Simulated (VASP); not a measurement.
**Nb under biaxial strain in the (001) plane**

Wanted: the elastic response of Nb to biaxial strain in the (001) plane, with a fit that predicts a row left out.

Calculated with VASP 6.6.1; r2SCAN; plane waves and PAW (Nb_sv), in the first sound run; inputs show where later runs differ.

### Step 1. Starting point

It takes space group Im-3m (No. 229, cubic). The conventional cell has a = 3.300 Å, b = 3.300 Å, c = 3.300 Å, α = 90.00°, β = 90.00°, γ = 90.00°. Nb has 8 Nb at 2.86 Å nearest.

Coordinates:

```
Nb
1.0
    -1.65000    1.65000    1.65000
     1.65000   -1.65000    1.65000
     1.65000    1.65000   -1.65000
Nb
1
Direct
  0.00000 0.00000 0.00000
```

### Step 2. Relax the crystal, r2SCAN

The series starts from the cell that this level prefers, so that zero strain is near zero stress.

Level: r2SCAN; plane waves and PAW (Nb_sv).

Input file INCAR:

```
SYSTEM = Nb
PREC = Accurate
ENCUT = 450
EDIFF = 1E-07
NELM = 120
ISMEAR = 1
SIGMA = 0.15
LREAL = .FALSE.
ALGO = Normal
METAGGA = R2SCAN
LASPH = .TRUE.
NBANDS = 12
LORBIT = 11
LWAVE = .FALSE.
LCHARG = .FALSE.
KPAR = 8
IBRION = 2
NSW = 40
ISIF = 3
EDIFFG = -0.005
POTIM = 0.4
```

Input file POSCAR:

```
Nb
1.0
   -1.6500000000      1.6500000000      1.6500000000
    1.6500000000     -1.6500000000      1.6500000000
    1.6500000000      1.6500000000     -1.6500000000
Nb
1
Direct
    0.0000000000      0.0000000000      0.0000000000
```

Input file KPOINTS:

```
Automatic mesh
0
Gamma
25 25 25
0 0 0
```

The projector-augmented-wave data sets are Nb_sv (PBE family, release 64).

The run is started by

```console
$ mpirun -np 8 vasp_std
```

The log of the run:

```text
[banner, memory and clock lines left out]
running    8 mpi-ranks, on    1 nodes
[...]
|                                                                             |
|           W    W    AA    RRRRR   N    N  II  N    N   GGGG   !!!           |
|           W    W   A  A   R    R  NN   N  II  NN   N  G    G  !!!           |
|           W    W  A    A  R    R  N N  N  II  N N  N  G       !!!           |
|           W WW W  AAAAAA  RRRRR   N  N N  II  N  N N  G  GGG   !            |
|           WW  WW  A    A  R   R   N   NN  II  N   NN  G    G                |
|           W    W  A    A  R    R  N    N  II  N    N   GGGG   !!!           |
|                                                                             |
|     For optimal performance we recommend to set                             |
|       NCORE = 2 up to number-of-cores-per-socket                            |
|     NCORE specifies how many cores store one orbital (NPAR=cpu/NCORE).      |
|     This setting can greatly improve the performance of VASP for DFT.       |
[...]
DAV:   9    -0.248429600455E+02    0.43433E-08   -0.86216E-09  5880   0.121E-03
   2 F= -.24842960E+02 E0= -.24843161E+02  d E =0.358025E-05
 trial-energy change:    0.000004  1 .order    0.000003   -0.000017    0.000023
 step:   0.4014(harm=  0.4306)  dis= 0.00000  next Energy=   -24.842967 (dE=-0.340E-05)
[...]
N       E                     dE             d eps       ncg     rms          rms(c)
DAV:   1    -0.248430504141E+02   -0.90364E-04   -0.26854E-03 13284   0.749E-01    0.744E-02
DAV:   2    -0.248429726081E+02    0.77806E-04   -0.19410E-04 14852   0.187E-01    0.250E-02
DAV:   3    -0.248429609621E+02    0.11646E-04   -0.80287E-05 19880   0.928E-02    0.144E-02
DAV:   4    -0.248429636735E+02   -0.27114E-05   -0.15278E-06 14208   0.140E-02    0.676E-03
DAV:   5    -0.248429668452E+02   -0.31717E-05   -0.37781E-06 16492   0.120E-02    0.242E-03
DAV:   6    -0.248429669867E+02   -0.14144E-06   -0.25734E-07 11456   0.579E-03    0.128E-03
DAV:   7    -0.248429671028E+02   -0.11614E-06   -0.33060E-08  6076   0.271E-03    0.237E-04
DAV:   8    -0.248429670484E+02    0.54391E-07   -0.62500E-09  5760   0.106E-03
   3 F= -.24842967E+02 E0= -.24843165E+02  d E =-.342272E-05
[...]
reached required accuracy - stopping structural energy minimisation
```

The job ended after 73 s (8 MPI ranks of Intel Xeon 6975P-C (Granite Rapids), shared host; peak memory 1.4 GiB; 7.8 min of CPU time).

Lines that name or quote the potential files are left out of all logs, and their timing lines are given in words.

Parts of OUTCAR (step 2):

```text
  Total        0.0009179      0.0009179      0.0009179      0.0000000      0.0000000     -0.0000000
  in kB        0.0818001      0.0818001      0.0818001      0.0000000      0.0000000     -0.0000000
  external PRESSURE =       0.0818001 kB  Pullay stress =       0.0000000 kB

 POSITION                                       TOTAL-FORCE (eV/Angst)
 -----------------------------------------------------------------------------------
      0.00000      0.00000     -0.00000        -0.000000     -0.000000      0.000000
 -----------------------------------------------------------------------------------
    total drift:                                0.000000     -0.000000     -0.000000

  FREE ENERGIE OF THE ION-ELECTRON SYSTEM (eV)
  ---------------------------------------------------
  free  energy   TOTEN  =       -24.8429670484 eV

  energy  without entropy=      -24.8435615127  energy(sigma->0) =      -24.84316520

 reached required accuracy - stopping structural energy minimisation

[... 3 further parts left out ...]
[key lines of the parts left out:]
E-fermi :  11.1534
```

This run gave:

| Quantity | Value |
| --- | --- |
| energy(sigma→0) of the program | -24.8432 eV |
| stress, compression positive | xx, yy, zz 0.01, 0.01, 0.01 GPa |
| volume | 17.979 Å³ |
| ionic steps | 3 |

### Step 3. Strain along the normal, r2SCAN

One member in full: the plane is strained by 2 %, and the strain along the normal is moved by secant steps until the normal stress is under 0.012 GPa or five steps are spent; the atoms relax at each step.

This step took 3 runs, each at a new trial strain with the atoms of the one before; the last is shown.

Level: r2SCAN; plane waves and PAW (Nb_sv).

INCAR: that of step 2 with these lines changed.

```diff
@@ -15,7 +15,7 @@
 LCHARG = .FALSE.
-KPAR = 8
-IBRION = 2
-NSW = 40
-ISIF = 3
-EDIFFG = -0.005
-POTIM = 0.4
+KPAR = 2
+IBRION = 1
+NSW = 25
+ISIF = 2
+EDIFFG = -0.004
+POTIM = 0.3
```

Input file POSCAR:

```
Nb
1.0
   -1.6833177390      1.6833177390      1.6140224040
    1.6833177390     -1.6833177390      1.6140224040
    1.6833177390      1.6833177390     -1.6140224040
Nb
1
Direct
    0.0000000000      0.0000000000      0.0000000000
```

KPOINTS is that of step 2.

The run is started by

```console
$ mpirun -np 2 vasp_std
```

The log of the run:

```text
[banner, memory and clock lines left out]
running    2 mpi-ranks, on    1 nodes
[...]
[... a notice as in an earlier step ...]

 LDA part: xc-table for (None), standard interpolation
 POSCAR, INCAR and KPOINTS ok, starting setup
[...]
entering main loop
       N       E                     dE             d eps       ncg     rms          rms(c)
DAV:   1     0.882170293666E+02    0.88217E+02   -0.68664E+03 28656   0.991E+02
DAV:   2    -0.269534882569E+02   -0.11517E+03   -0.11108E+03 31844   0.370E+02
DAV:   3    -0.313472850977E+02   -0.43938E+01   -0.42076E+01 42988   0.616E+01
DAV:   4    -0.315731532882E+02   -0.22587E+00   -0.22405E+00 38776   0.125E+01
[...]
DAV:  11    -0.248329999257E+02    0.17175E-04   -0.56874E-05 43256   0.829E-02    0.134E-02
DAV:  12    -0.248329988042E+02    0.11216E-05   -0.39985E-06 39680   0.199E-02    0.801E-03
DAV:  13    -0.248329988732E+02   -0.69024E-07   -0.33215E-07 37348   0.795E-03
   1 F= -.24832999E+02 E0= -.24832975E+02  d E =-.248330E+02
 BRION: g(F)=  0.664E-61 g(S)=  0.000E+00
 reached required accuracy - stopping structural energy minimisation
```

Wall time 3.1 min (2 MPI ranks); peak memory 0.56 GiB; 6.2 min of CPU time.

From OUTCAR (step 3):

```text
  Total       -0.4956918     -0.4956918     -0.0002264      0.0000000      0.0000000      0.0000000
  in kB      -43.4130808    -43.4130808     -0.0198287      0.0000000      0.0000000      0.0000000
  external PRESSURE =     -28.9486635 kB  Pullay stress =       0.0000000 kB

 POSITION                                       TOTAL-FORCE (eV/Angst)
 -----------------------------------------------------------------------------------
      0.00000      0.00000      0.00000        -0.000000      0.000000      0.000000
 -----------------------------------------------------------------------------------
    total drift:                                0.000000      0.000000      0.000000

  FREE ENERGIE OF THE ION-ELECTRON SYSTEM (eV)
  ---------------------------------------------------
  free  energy   TOTEN  =       -24.8329988732 eV

  energy  without entropy=      -24.8329269142  energy(sigma->0) =      -24.83297489

[... 1 part as in an earlier step ...]

[... 3 further parts left out ...]
[key lines of the parts left out:]
E-fermi :  10.9188
```

Numbers from this step:

| Quantity | Value |
| --- | --- |
| energy(sigma→0) of the program | -24.8330 eV |
| stress, compression positive | xx, yy, zz -4.34, -4.34, 0.00 GPa |
| ionic steps | 1 |

### Step 4. The whole series

The other members went through these steps as far as the tables show, with the same cutoff and, step by step, the same mesh; 23 runs are not shown. The session took 3.3 core hours (wall time by ranks) on a shared machine.

| in-plane strain (%) | strain along the normal (%) | in-plane stress, tension positive (GPa) | energy above the unstrained row, extrapolated to no smearing (meV/atom) |
| --- | --- | --- | --- |
| -2.000 | 2.180 | -5.241 | 12.330 |
| -1.500 | 1.614 | -3.913 | 7.013 |
| -1.000 | 1.067 | -2.587 | 3.188 |
| -0.500 | 0.530 | ? | ? |
| 0 | 0.006 | 0.000 | 0.000 |
| 0.500 | -0.511 | 1.267 | 0.531 |
| 1.000 | -1.029 | 2.465 | 2.494 |
| 1.500 | -1.571 | 3.539 | 5.767 |
| 2.000 | -2.199 | 4.341 | 10.213 |

### Step 5. A fit to the known rows

A least-squares parabola through the 8 rows shown, with e the strain in %: stress = − 0.1213 e² + 2.442 e + 0.05484 (GPa), r.m.s. residual 0.076 GPa.

For the withheld row, e = -0.5, the fit gives -1.196 GPa.

### Step 6. The withheld row

The calculation gives -1.284 GPa, so the prediction is 0.088 GPa too high, within twice the residual of the fit.

Slopes at zero strain, from cubics through all rows: strain ratio -1.029, stress over strain 258 GPa.

### Step 7. Summary of results

```json
{"error of the predicted stress": "0.088 GPa", "ratio of normal to in-plane strain": "-1.029", "biaxial modulus": "258 GPa"}
```

As a check, the curvature of the energy gives 256 GPa for the same modulus (energy per volume = M × strain²), 1 % from the slope of the stress. The energy also has a linear term worth 0.13 GPa that the stress column lacks, a mark of the finite basis or of the smearing. These are static values: temperature and zero-point motion are left out. In a metal the slopes also depend on mesh and smearing, which were held through the series.

[Lines on the potential files, build, host, timing and source positions are cut from VASP's logs without a mark.]

[Logs are printed without paths, hosts, clocks, repeated set-up lines and the standing remarks that a program may print on its own settings, such as how far it seeks lower states.]

[Hosts, paths, dates, database ids (printed as entryN), source tags and the programs' standing remarks are cut or masked in the printed files.]

[In band tables of VASP the shares of atoms and orbitals are scaled to a sum of 1 inside the atoms' spheres.]
